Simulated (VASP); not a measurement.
A convergence study with VASP on C (diamond): one setting is varied, all else stays as given below, so the limit is that of these other settings. ε∞ is the independent-particle value.

```
C
1.0
    0.00000     1.78350     1.78350
    1.78350     0.00000     1.78350
    1.78350     1.78350     0.00000
C
2
Cartesian
  0.00000   0.00000   0.00000
  0.89175   0.89175   0.89175
```

Method: PBE GGA, VASP's PBE PAW potentials (set 64) (plane waves; VASP). The tightest run used: 700 eV cut-off, 10×10×10 Γ-centred mesh, Gaussian smearing of 0.050 eV, potentials C.

Task: The settings run are NBANDS = 5; NBANDS = 6; NBANDS = 8; NBANDS = 12; NBANDS = 20; NBANDS = 36; NBANDS = 68; NBANDS = 132. From which on does the mean ε∞ stay within 0.3  of the tightest run?

Result: From NBANDS = 8 on: it is off by 0.22 there and by no more than 0.3 in any finer run, while NBANDS = 6 is off by 1.06.
```json
[
 {"setting": "NBANDS = 5", "mean ε∞": "3.68", "bands": "5", "difference judged ()": "2.28"},
 {"setting": "NBANDS = 6", "mean ε∞": "4.90", "bands": "6", "difference judged ()": "1.06"},
 {"setting": "NBANDS = 8", "mean ε∞": "5.74", "bands": "8", "difference judged ()": "0.22"},
 {"setting": "NBANDS = 12", "mean ε∞": "5.93", "bands": "12", "difference judged ()": "0.03"},
 {"setting": "NBANDS = 20", "mean ε∞": "5.96", "bands": "20", "difference judged ()": "0.00"},
 {"setting": "NBANDS = 36", "mean ε∞": "5.96", "bands": "36", "difference judged ()": "0.00"},
 {"setting": "NBANDS = 68", "mean ε∞": "5.96", "bands": "68", "difference judged ()": "0.00"},
 {"setting": "NBANDS = 132", "mean ε∞": "5.96", "bands": "132", "difference judged ()": "0.00"}
]
```

Left out are rungs that failed or repeat a setting and relaxations that didn't move; long series are thinned to 24 rows.

The compound is C in the diamond structure. The cell was not relaxed at this level.
